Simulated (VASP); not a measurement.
**How uniaxial stress along [111] changes Ge**

Wanted: the response of Ge to uniaxial stress along [111], as a table, with a fit that predicts a row left out.

Calculated with VASP 6.6.1; PBEsol; plane waves and PAW (Ge_d), in the first sound run; inputs show where later runs differ.

## (1) The structure

Symmetry: Fd-3m, No. 227, cubic system. The conventional cell has a = 5.658 Å, b = 5.658 Å, c = 5.658 Å, α = 90.00°, β = 90.00°, γ = 90.00°. Nearest to Ge lie 4 Ge at 2.45 Å.

As a file:

```cif
data_structure
_symmetry_space_group_name_H-M 'P 1'
_symmetry_Int_Tables_number 1
_cell_length_a 4.0008
_cell_length_b 4.0008
_cell_length_c 4.0008
_cell_angle_alpha 60.000
_cell_angle_beta 60.000
_cell_angle_gamma 60.000
_cell_volume 45.28
loop_
_atom_site_label
_atom_site_type_symbol
_atom_site_fract_x
_atom_site_fract_y
_atom_site_fract_z
_atom_site_occupancy
Ge1 Ge 0.00000 0.00000 0.00000 1
Ge2 Ge 0.25000 0.25000 0.25000 1
```

## (2) Relax the crystal, PBEsol

The series starts from the cell that this level prefers, so that zero strain is near zero stress.

Level: PBEsol; plane waves and PAW (Ge_d).

The input, INCAR:

```
SYSTEM = Ge
PREC = Accurate
ENCUT = 470
EDIFF = 1E-07
NELM = 120
ISMEAR = 0
SIGMA = 0.02
LREAL = .FALSE.
ALGO = Normal
GGA = PS
NBANDS = 20
LORBIT = 11
LWAVE = .FALSE.
LCHARG = .FALSE.
KPAR = 8
IBRION = 2
NSW = 40
ISIF = 3
EDIFFG = -0.005
POTIM = 0.4
```

The input, POSCAR:

```
Ge
1.0
    0.0000000000      2.8290000000      2.8290000000
    2.8290000000      0.0000000000      2.8290000000
    2.8290000000      2.8290000000      0.0000000000
Ge
2
Direct
    0.0000000000      0.0000000000      0.0000000000
    0.2500000000      0.2500000000      0.2500000000
```

The input, KPOINTS:

```
Automatic mesh
0
Gamma
9 9 9
0 0 0
```

The projector-augmented-wave data sets are Ge_d (PBE family, release 64).

Run with:

```console
mpirun -np 8 vasp_std
```

The log of the run:

```text
[banner, memory and clock lines left out]
running    8 mpi-ranks, on    1 nodes
[...]
|                                                                             |
|           W    W    AA    RRRRR   N    N  II  N    N   GGGG   !!!           |
|           W    W   A  A   R    R  NN   N  II  NN   N  G    G  !!!           |
|           W    W  A    A  R    R  N N  N  II  N N  N  G       !!!           |
|           W WW W  AAAAAA  RRRRR   N  N N  II  N  N N  G  GGG   !            |
|           WW  WW  A    A  R   R   N   NN  II  N   NN  G    G                |
|           W    W  A    A  R    R  N    N  II  N    N   GGGG   !!!           |
|                                                                             |
|     For optimal performance we recommend to set                             |
|       NCORE = 2 up to number-of-cores-per-socket                            |
|     NCORE specifies how many cores store one orbital (NPAR=cpu/NCORE).      |
|     This setting can greatly improve the performance of VASP for DFT.       |
[...]
DAV:  12    -0.987085738965E+01    0.19175E-06   -0.11334E-06  1808   0.194E-02    0.274E-04
DAV:  13    -0.987085733731E+01    0.52341E-07   -0.25788E-08   964   0.229E-03
   1 F= -.98708573E+01 E0= -.98708328E+01  d E =-.987086E+01
[...]
N       E                     dE             d eps       ncg     rms          rms(c)
DAV:   1    -0.987869348382E+01   -0.78361E-02   -0.10205E-01  1916   0.622E+00    0.512E-01
DAV:   2    -0.987302237700E+01    0.56711E-02   -0.73471E-03  1828   0.168E+00    0.254E-01
DAV:   3    -0.987122332447E+01    0.17991E-02   -0.28295E-03  1868   0.910E-01    0.599E-02
DAV:   4    -0.987108842502E+01    0.13490E-03   -0.33981E-04  1816   0.355E-01    0.127E-02
DAV:   5    -0.987108629726E+01    0.21278E-05   -0.22814E-05  1636   0.892E-02    0.912E-03
DAV:   6    -0.987108576964E+01    0.52762E-06   -0.13488E-06  1800   0.205E-02    0.537E-04
DAV:   7    -0.987108569620E+01    0.73441E-07   -0.69944E-08   948   0.449E-03
   2 F= -.98710857E+01 E0= -.98710645E+01  d E =-.228359E-03
 trial-energy change:   -0.000228  1 .order   -0.000230   -0.000426   -0.000033
 step:   1.0876(harm=  1.0852)  dis= 0.00000  next Energy=    -9.871087 (dE=-0.230E-03)
 reached required accuracy - stopping structural energy minimisation
```

Elapsed: 13 s, on 8 MPI ranks of AMD EPYC 7R43, shared host; peak memory 1.2 GiB; 80 s of CPU time.

The logs omit lines about the potential files and the build; timing stands in the text.

Parts of OUTCAR (step 2):

```text
  Total        0.0067406      0.0067406      0.0067406      0.0000000     -0.0000000      0.0000000
  in kB        0.2373150      0.2373150      0.2373150      0.0000000     -0.0000000      0.0000000
  external PRESSURE =       0.2373150 kB  Pullay stress =       0.0000000 kB

 POSITION                                       TOTAL-FORCE (eV/Angst)
 -----------------------------------------------------------------------------------
      2.83369      5.66737      2.83369        -0.000000      0.000000     -0.000000
      1.41684      1.41684      1.41684         0.000000     -0.000000      0.000000
 -----------------------------------------------------------------------------------
    total drift:                                0.000000      0.000000      0.000000

  FREE ENERGIE OF THE ION-ELECTRON SYSTEM (eV)
  ---------------------------------------------------
  free  energy   TOTEN  =        -9.8710856962 eV

  energy  without entropy=       -9.8710433670  energy(sigma->0) =       -9.87106453

 reached required accuracy - stopping structural energy minimisation

[... 3 further parts left out ...]
[key lines of the parts left out:]
E-fermi :   4.8163
```

Numbers from this step:

| Quantity | Value |
| --- | --- |
| energy(sigma→0) of the program | -9.8711 eV |
| stress, compression positive | 0.02 along [111], 0.02 across it (mean), GPa |
| volume | 45.508 Å³ |
| ionic steps | 2 |

## (3) Strain across the axis, PBEsol

One member in full: the axis is strained by -2 %, and the two directions across it are strained alike until their mean stress is under 0.012 GPa or five steps are spent.

Level: PBEsol; plane waves and PAW (Ge_d).

INCAR, as its differences from that of step 2:

```diff
@@ -14,7 +14,7 @@
 LCHARG = .FALSE.
-KPAR = 8
-IBRION = 2
-NSW = 40
-ISIF = 3
-EDIFFG = -0.005
-POTIM = 0.4
+KPAR = 2
+IBRION = 1
+NSW = 25
+ISIF = 2
+EDIFFG = -0.004
+POTIM = 0.3
```

The input, POSCAR:

```
Ge
1.0
   -0.0445833160      2.7993032870      2.7993032870
    2.7993032870     -0.0445833160      2.7993032870
    2.7993032870      2.7993032870     -0.0445833160
Ge
2
Direct
    0.0000000000      0.0000000000      0.0000000000
    0.2500000000      0.2500000000      0.2500000000
```

KPOINTS is that of step 2.

Run with:

```console
mpirun -np 2 vasp_std
```

The log of the run:

```text
[banner, memory and clock lines left out]
running    2 mpi-ranks, on    1 nodes
[...]
[... a notice as in an earlier step ...]

 LDA part: xc-table for (Slater+PW92), standard interpolation
 POSCAR, INCAR and KPOINTS ok, starting setup
[...]
entering main loop
       N       E                     dE             d eps       ncg     rms          rms(c)
DAV:   1     0.173978476962E+03    0.17398E+03   -0.14007E+04  3636   0.360E+03
DAV:   2     0.142280384563E+02   -0.15975E+03   -0.15595E+03  3408   0.570E+02
DAV:   3    -0.927340722131E+01   -0.23501E+02   -0.23322E+02  3840   0.140E+02
DAV:   5    -0.100130718940E+02   -0.12075E-01   -0.12075E-01  3812   0.405E+00    0.330E+00
[...]
DAV:  11    -0.985991695227E+01   -0.13204E-05   -0.33638E-06  4024   0.181E-02    0.166E-03
DAV:  12    -0.985991680483E+01    0.14744E-06   -0.96420E-07  4500   0.181E-02    0.669E-04
DAV:  13    -0.985991680687E+01   -0.20473E-08   -0.62212E-08  2292   0.468E-03
   1 F= -.98599168E+01 E0= -.98598876E+01  d E =-.985992E+01
[...]
DAV:   2    -0.986281830055E+01   -0.64662E-03   -0.66773E-03  3628   0.884E-01    0.263E-02
DAV:   3    -0.986282455568E+01   -0.62551E-05   -0.12937E-04  4044   0.121E-01    0.124E-02
DAV:   4    -0.986282427675E+01    0.27892E-06   -0.68077E-06  4372   0.333E-02    0.221E-03
DAV:   5    -0.986282427571E+01    0.10414E-08   -0.74336E-07  3868   0.111E-02
   2 F= -.98628243E+01 E0= -.98627996E+01  d E =-.290747E-02
 BRION: g(F)=  0.380E-03 g(S)=  0.000E+00 retain N=  1 mean eig= 1.41
 eig:   1.410
[...]
N       E                     dE             d eps       ncg     rms          rms(c)
DAV:   1    -0.986298981399E+01   -0.16554E-03   -0.97273E-02  3888   0.256E+00    0.188E-02
DAV:   2    -0.986309764450E+01   -0.10783E-03   -0.11128E-03  3608   0.371E-01    0.106E-02
DAV:   3    -0.986309873584E+01   -0.10913E-05   -0.21684E-05  4108   0.486E-02    0.466E-03
DAV:   4    -0.986309871423E+01    0.21606E-07   -0.10529E-06  4184   0.123E-02    0.912E-04
DAV:   5    -0.986309871306E+01    0.11705E-08   -0.94717E-08  2196   0.387E-03
   3 F= -.98630987E+01 E0= -.98630741E+01  d E =-.274437E-03
 BRION: g(F)=  0.261E-06 g(S)=  0.000E+00 retain N=  1 mean eig= 1.45
 eig:   1.448
 reached required accuracy - stopping structural energy minimisation
```

Elapsed: 75 s, on 2 MPI ranks; peak memory 0.29 GiB.

Parts of OUTCAR (step 3):

```text
  Total        0.2484825      0.2484825      0.2484825      0.2485674      0.2485674      0.2485674
  in kB        8.8628644      8.8628644      8.8628644      8.8658930      8.8658930      8.8658930
  external PRESSURE =       8.8628644 kB  Pullay stress =       0.0000000 kB

 POSITION                                       TOTAL-FORCE (eV/Angst)
 -----------------------------------------------------------------------------------
     -0.00657     -0.00657     -0.00657        -0.001227     -0.001227     -0.001227
      1.39508      1.39508      1.39508         0.001227      0.001227      0.001227
 -----------------------------------------------------------------------------------
    total drift:                               -0.000000     -0.000000     -0.000000

  FREE ENERGIE OF THE ION-ELECTRON SYSTEM (eV)
  ---------------------------------------------------
  free  energy   TOTEN  =        -9.8630987131 eV

  energy  without entropy=       -9.8630494221  energy(sigma->0) =       -9.86307407

[... 1 part as in an earlier step ...]

[... 3 further parts left out ...]
[key lines of the parts left out:]
E-fermi :   4.8747
```

Numbers from this step:

| Quantity | Value |
| --- | --- |
| energy(sigma→0) of the program | -9.8631 eV |
| stress, compression positive | 2.66 along [111], 0.00 across it (mean), GPa |
| ionic steps | 3 |

## (4) Band edges, TB-mBJ with spin-orbit coupling

Short lines in KPOINTS_OPT sample the zone centre along and across the axis, for masses, and the other valleys.

Level: TB-mBJ, spin-orbit coupling; plane waves and PAW (Ge_d).

TB-mBJ has no energy functional, so the total energy, stress and pressure in this output mean nothing.

The input, INCAR:

```
SYSTEM = Ge
PREC = Accurate
ENCUT = 470
EDIFF = 1E-06
NELM = 150
ISMEAR = 0
SIGMA = 0.02
LREAL = .FALSE.
ALGO = Normal
METAGGA = MBJ
LASPH = .TRUE.
LNONCOLLINEAR = .TRUE.
MAGMOM = 0 0 0 0 0 0
NBANDS = 38
GGA_COMPAT = .FALSE.
LSORBIT = .TRUE.
LWAVE = .FALSE.
LCHARG = .FALSE.
KPAR = 2
```

The input, POSCAR:

```
Ge
1.0
   -0.0445833160      2.7993032870      2.7993032870
    2.7993032870     -0.0445833160      2.7993032870
    2.7993032870      2.7993032870     -0.0445833160
Ge
2
Direct
    0.9988169603      0.9988169603      0.9988169603
    0.2511830397      0.2511830397      0.2511830397
```

The input, KPOINTS:

```
Automatic mesh
0
Gamma
7 7 7
0 0 0
```

The input, KPOINTS_OPT:

```
Line mode
6
Line-mode
Reciprocal
  0.00000000   0.00000000   0.00000000
  0.02551745   0.02551745   0.02551745

  0.00000000   0.00000000   0.00000000
 -0.01600248   0.01600248  -0.00000000

  0.31000000   0.31000000   0.00000000
  0.50000000   0.50000000   0.00000000

  0.00000000   0.31000000   0.31000000
  0.00000000   0.50000000   0.50000000

  0.45000000   0.45000000   0.45000000
  0.50000000   0.50000000   0.50000000

  0.45000000   0.00000000   0.00000000
  0.50000000   0.00000000   0.00000000

  0.42500000   0.42500000   0.00000000
  0.42464522   0.44727615   0.02227615

  0.50000000   0.50000000   0.50000000
  0.48399752   0.51600248   0.50000000
```

Run with:

```console
mpirun -np 2 vasp_ncl
```

The log of the run:

```text
[banner, memory and clock lines left out]
running    2 mpi-ranks, on    1 nodes
[...]
[... a notice as in an earlier step ...]

 LDA part: xc-table for (None), standard interpolation
 POSCAR, INCAR and KPOINTS ok, starting setup
[...]
entering main loop
       N       E                     dE             d eps       ncg     rms          rms(c)
DAV:   1     0.472651835211E+03    0.47265E+03   -0.12716E+04  3902   0.375E+03
DAV:   2     0.262432512711E+03   -0.21022E+03   -0.20250E+03  3344   0.791E+02
DAV:   3     0.221376415172E+03   -0.41056E+02   -0.40519E+02  3664   0.195E+02
DAV:   4     0.219119678444E+03   -0.22567E+01   -0.22506E+01  3942   0.544E+01
[...]
DAV:  38     0.219572263098E+03    0.55285E-05   -0.58768E-11  1708   0.968E-05    0.461E-06
DAV:  39     0.219572265244E+03    0.21452E-05   -0.20328E-11  1690   0.754E-05    0.169E-06
DAV:  40     0.219572265631E+03    0.38775E-06   -0.86520E-12  1708   0.355E-05
   1 F= 0.21957227E+03 E0= 0.21957227E+03  d E =-.229830E-29  mag=     0.0000     0.0000     0.0000
 Start KPOINTS_OPT (optional k-point list driver)
k-point batch [1-44\48]
       N       E                     dE             ncg
DAV:   1    -0.604783068991E+04   -0.32059E+05     4016
DAV:   2    -0.154887340892E+05   -0.94409E+04     3344
DAV:   3    -0.172922573262E+05   -0.18035E+04     3674
DAV:   4    -0.173914609248E+05   -0.99204E+02     3852
[...]
DAV:   8    -0.173940647146E+05   -0.14938E-03     4214
DAV:   9    -0.173940647230E+05   -0.83585E-05     2846
DAV:  10    -0.173940647235E+05   -0.49633E-06     2270
k-point batch [45-48\48]
       N       E                     dE             ncg
DAV:   1     0.247326323049E+05   -0.37415E+04      354
DAV:   2     0.238808194861E+05   -0.85181E+03      304
DAV:   3     0.237202162564E+05   -0.16060E+03      318
DAV:   4     0.237117622750E+05   -0.84540E+01      352
DAV:   5     0.237115420138E+05   -0.22026E+00      372
DAV:   6     0.237115364091E+05   -0.56047E-02      400
DAV:   7     0.237115362295E+05   -0.17969E-03      386
DAV:   8     0.237115362217E+05   -0.77776E-05      344
DAV:   9     0.237115362212E+05   -0.49701E-06      252
```

The job ended after 10 min (2 MPI ranks; peak memory 0.67 GiB).

OUTCAR, selected parts (step 4):

```text
  LATTYP: Found a trigonal (rhomboedric) cell.
 ALAT       =     3.9590637097
 COS(alpha) =     0.4840120380

 Subroutine GETGRP returns: Found 12 space group operations
 (whereof  6 operations were pure point group operations)

The static configuration has the point symmetry C_3v.
 The point group associated with its full space group is D_3d.

 Found     44 irreducible k-points:

   k-points           NKPTS =     44   k-points in BZ     NKDIM =     44   number of bands    NBANDS=     38

   dimension x,y,z NGX =    28 NGY =   28 NGZ =   28
   dimension x,y,z NGXF=    56 NGYF=   56 NGZF=   56

   ENCUT  =  470.0 eV  34.54 Ry    5.88 a.u.   7.00  7.00  7.00*2*pi/ulx,y,z

   NELECT =      28.0000    total number of electrons

 E-fermi :   5.4732

 k-point     1 :       0.0000    0.0000    0.0000
  band No.  band energies     occupation
    ...
     24       4.8859      1.00000
     25       5.1148      1.00000
     26       5.1148      1.00000
     27       5.3002      1.00000
     28       5.3002      1.00000
     29       5.9036      0.00000
     30       5.9036      0.00000
     31       7.7614      0.00000
     32       7.7614      0.00000
     33       7.9191      0.00000
    ...

 k-point     2 :       0.1429   -0.0000   -0.0000
  band No.  band energies     occupation
    ...
     24       2.5778      1.00000
     25       4.6113      1.00000
     26       4.6113      1.00000
     27       4.8636      1.00000
     28       4.8636      1.00000
     29       6.7074      0.00000
     30       6.7074      0.00000
     31       8.3712      0.00000
     32       8.3712      0.00000
     33       8.5887      0.00000
    ...

  Total     -210.6702007   -210.6702007   -210.6702007      0.2917387      0.2917387      0.2917387
  in kB    -7514.1774443  -7514.1774443  -7514.1774443     10.4057268     10.4057268     10.4057268
  external PRESSURE =   -7514.1774443 kB  Pullay stress =       0.0000000 kB

 POSITION                                       TOTAL-FORCE (eV/Angst)
 -----------------------------------------------------------------------------------
      5.54745      5.54745      5.54745         0.189427      0.189427      0.189427
      1.39508      1.39508      1.39508        -0.189427     -0.189427     -0.189427
 -----------------------------------------------------------------------------------
    total drift:                                0.000000      0.000000      0.000000

  FREE ENERGIE OF THE ION-ELECTRON SYSTEM (eV)
  ---------------------------------------------------
  free  energy   TOTEN  =       219.5722656313 eV

  energy  without entropy=      219.5722656313  energy(sigma->0) =      219.57226563

 Spin-Orbit-Coupling matrix elements
 Ion:    1  E_soc:     -0.0170112
 Ion:    2  E_soc:     -0.0170112

[... 1 part as in an earlier step ...]

[... 7 further parts left out ...]
```

[end of part 1 of 2]

[Lines on the potential files, build, host, timing and source positions are cut from VASP's logs without a mark.]

[Logs are printed without paths, hosts, clocks, repeated set-up lines and the standing remarks that a program may print on its own settings, such as how far it seeks lower states.]

[Hosts, paths, dates, database ids (printed as entryN), source tags and the programs' standing remarks are cut or masked in the printed files.]

[In band tables of VASP the shares of atoms and orbitals are scaled to a sum of 1 inside the atoms' spheres.]
